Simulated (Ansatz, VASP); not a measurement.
**Two plane-wave programs on NaCu3H4**

```
Na Cu H
1.0
     4.57679    0.00000    0.00000
     0.00000    4.57679    0.00000
     0.00000    0.00000    4.57679
Na Cu H
1 3 4
Cartesian
  0.0000 0.0000 0.0000
  0.0000 2.2884 2.2884
  2.2884 2.2884 0.0000
  2.2884 0.0000 2.2884
  3.3800 3.3800 1.1968
  3.3800 1.1968 3.3800
  1.1968 3.3800 3.3800
  1.1968 1.1968 1.1968
```

Change from the starting cell: species swapped into the Zn3CdSe4 type (P-43m, No. 215).

Alike in both runs: task single point; functional PBE; k mesh 4 × 4 × 4; occupations gaussian, width 0.1 eV; no spin polarisation.

|  | VASP | Ansatz |
| --- | --- | --- |
| version | VASP 6.6.1 | Ansatz 0.2.0 |
| potentials or method | VASP PAW PBE potentials, release 64 (Na_pv, Cu, H) | scalar-relativistic, plane waves, PAW |
| plane-wave cutoff (eV) | 520 | 420 |
| valence electrons in the cell | 44 | 70 |

|  | VASP | Ansatz | Ansatz less VASP |
| --- | --- | --- | --- |
| gap on the k mesh at the Fermi level (eV) | 0.49 | 0.47 | -0.024 |
| least direct gap on the mesh (eV) | 1.53 | 1.51 | -0.019 |
| pressure (GPa) | -10.2 | -10.4 | -0.18 |
| rms of the force components (eV/Å) | 0.350 | 0.352 | +0.0017 |

Atom by atom the forces differ by 0.002 eV/Å (rms over components). The functional is the same, so the differences come from potentials, cutoffs and numerics. The two sets of potentials don't hold the same shells in valence.

A k mesh can miss the band edges.
